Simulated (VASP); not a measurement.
Crystal: HfO2.

```
Hf O
1.0
     0.00000    2.55750    2.55750
     2.55750    0.00000    2.55750
     2.55750    2.55750    0.00000
Hf O
1 2
Direct
  0.00000 0.00000 0.00000
  0.25000 0.25000 0.25000
  0.75000 0.75000 0.75000
```

Measurements of this composition are mostly on another form, of space group No. 14.

```yaml
Program: VASP 6.6.1
Task: relaxation of cell and atoms
Functional: PBE
Potentials_or_basis: VASP PAW PBE potentials, release 64 (Hf_pv, O)
Cutoff: 600 eV
k_mesh: 8 × 8 × 8
Occupations: gaussian, width 0.02 eV
Spin: no spin polarisation
```

At the start: pressure -6.2 GPa; volume 11.15 Å³/atom.

Question: Where does the relaxation end?

Answer: Over 3 steps the energy falls by 5.7 meV/atom and the volume is 10.87 Å³/atom (-2.6 %); space group Fm-3m (No. 225, to 0.05 Å).

Step by step:
| step | energy change (eV) | largest force (eV/Å) | pressure (GPa) | volume (Å³) |
| --- | --- | --- | --- | --- |
| 1 | 0.0000 | 0.0000 | -6.23 | 33.46 |
| 2 | 0.0194 | 0.0000 | 10.19 | 31.40 |
| 3 | -0.0172 | 0.0000 | -0.06 | 32.60 |

Final structure:
```
CELL_PARAMETERS angstrom
0.00000 2.53546 2.53546
2.53546 0.00000 2.53546
2.53546 2.53546 0.00000
ATOMIC_POSITIONS crystal
Hf 0.00000 0.00000 0.00000
O 0.25000 0.25000 0.25000
O 0.75000 0.75000 0.75000
```
